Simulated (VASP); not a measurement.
A run of VASP 6.6.1 is set up as follows.

INCAR

```
SYSTEM = MgO
PREC = Accurate ; ENCUT = 520
EDIFF = 1E-7 ; ISMEAR = 0
SIGMA = 0.02 ; LREAL = .FALSE.
LASPH = .TRUE. ; NELM = 100
ALGO = Normal ; ISIF = 2
LWAVE = .FALSE. ; LCHARG = .FALSE.
METAGGA = R2SCAN ; LMIXTAU = .TRUE.
```

The input KPOINTS:

```
Automatic mesh
0
G
  10 10 10
  0 0 0
```

File POSCAR:

```
MgO
1.0
    0.0000000000      2.0970013927      2.0970013927
    2.0970013927      0.0000000000      2.0970013927
    2.0970013927      2.0970013927      0.0000000000
Mg O
1 1
Direct
    0.0000000000      0.0000000000      0.0000000000
    0.5000000000      0.5000000000      0.5000000000
```

KPOINTS_OPT

```
path GXWKGLUWLK,UX
10
line-mode
reciprocal
 0.0000000000  0.0000000000  0.0000000000  G
 0.5000000000  0.0000000000  0.5000000000  X

 0.5000000000  0.0000000000  0.5000000000  X
 0.5000000000  0.2500000000  0.7500000000  W

 0.5000000000  0.2500000000  0.7500000000  W
 0.3750000000  0.3750000000  0.7500000000  K

 0.3750000000  0.3750000000  0.7500000000  K
 0.0000000000  0.0000000000  0.0000000000  G

 0.0000000000  0.0000000000  0.0000000000  G
 0.5000000000  0.5000000000  0.5000000000  L

 0.5000000000  0.5000000000  0.5000000000  L
 0.6250000000  0.2500000000  0.6250000000  U

 0.6250000000  0.2500000000  0.6250000000  U
 0.5000000000  0.2500000000  0.7500000000  W

 0.5000000000  0.2500000000  0.7500000000  W
 0.5000000000  0.5000000000  0.5000000000  L

 0.5000000000  0.5000000000  0.5000000000  L
 0.3750000000  0.3750000000  0.7500000000  K

 0.6250000000  0.2500000000  0.6250000000  U
 0.5000000000  0.0000000000  0.5000000000  X
```

Potentials or basis: VASP PAW PBE potentials, release 64 (Mg, O).

Run with:

```bash
$ cat potpaw_PBE.64/Mg/POTCAR potpaw_PBE.64/O/POTCAR > POTCAR
$ mpirun -np 1 vasp_std > vasp.out
```

**Question.** What does it give for the band gap along the path?

**Answer.** 5.74 eV, direct.

**Question.** What does it give for the pressure?

**Answer.** 0.1 GPa.

**Question.** Estimate the band gap on the k mesh.

**Answer.** 5.74 eV, direct.

Levels at the corners of the path, in eV from the valence-band top:
| point | band 1 | band 2 | band 3 | band 4 | band 5 | band 6 | band 7 | band 8 |
| --- | --- | --- | --- | --- | --- | --- | --- | --- |
| Γ | -18.27 | 0.00 | 0.00 | 0.00 | 5.74 | 16.91 | 16.91 | 16.91 |
| X | -16.73 | -4.15 | -1.39 | -1.39 | 10.05 | 11.21 | 14.43 | 20.58 |
| X | -16.73 | -4.15 | -1.39 | -1.39 | 10.05 | 11.21 | 14.43 | 20.58 |
| W | -16.68 | -3.01 | -3.01 | -1.80 | 12.79 | 12.79 | 13.51 | 16.83 |
| W | -16.68 | -3.01 | -3.01 | -1.80 | 12.79 | 12.79 | 13.51 | 16.83 |
| K | -16.72 | -3.55 | -2.75 | -1.19 | 11.12 | 13.08 | 13.78 | 19.62 |
| K | -16.72 | -3.55 | -2.75 | -1.19 | 11.12 | 13.08 | 13.78 | 19.61 |
| Γ | -18.27 | 0.00 | 0.00 | 0.00 | 5.74 | 16.91 | 16.91 | 16.91 |
| Γ | -18.27 | 0.00 | 0.00 | 0.00 | 5.74 | 16.91 | 16.91 | 16.91 |
| L | -16.99 | -4.67 | -0.69 | -0.69 | 8.89 | 13.96 | 17.56 | 17.56 |
| L | -16.99 | -4.67 | -0.69 | -0.69 | 8.89 | 13.96 | 17.56 | 17.56 |
| U | -16.72 | -3.55 | -2.75 | -1.19 | 11.12 | 13.08 | 13.78 | 19.62 |
| U | -16.72 | -3.55 | -2.75 | -1.19 | 11.12 | 13.08 | 13.78 | 19.61 |
| W | -16.68 | -3.01 | -3.01 | -1.80 | 12.79 | 12.79 | 13.51 | 16.83 |
| W | -16.68 | -3.01 | -3.01 | -1.80 | 12.79 | 12.79 | 13.51 | 16.83 |
| L | -16.99 | -4.67 | -0.69 | -0.69 | 8.89 | 13.96 | 17.56 | 17.56 |
| L | -16.99 | -4.67 | -0.69 | -0.69 | 8.89 | 13.96 | 17.56 | 17.56 |
| K | -16.72 | -3.55 | -2.75 | -1.19 | 11.12 | 13.08 | 13.78 | 19.61 |
| U | -16.72 | -3.55 | -2.75 | -1.19 | 11.12 | 13.08 | 13.78 | 19.64 |
| X | -16.73 | -4.15 | -1.39 | -1.39 | 10.05 | 11.21 | 14.43 | 20.58 |

Caveat: the PAW data sets were made with another functional, which shifts forces and pressure a little.

**The experiment to reproduce.**

From “Electronic structure of alkaline earth and post-transition metal oxides”, 2009, arxiv:0908.1581, for a bulk crystal of MgO: band gap 7.83 eV.

Measured gap of MgO: 7.83 eV (quoted in “Electronic structure of alkaline earth and post-transition metal oxides”, 2009, arxiv:0908.1581). This calculation gives 5.74 eV (-2.09 eV). The value is that of r2SCAN, without temperature or zero-point motion. The cell is a database's relaxed one, not the measured one, which moves gaps too.
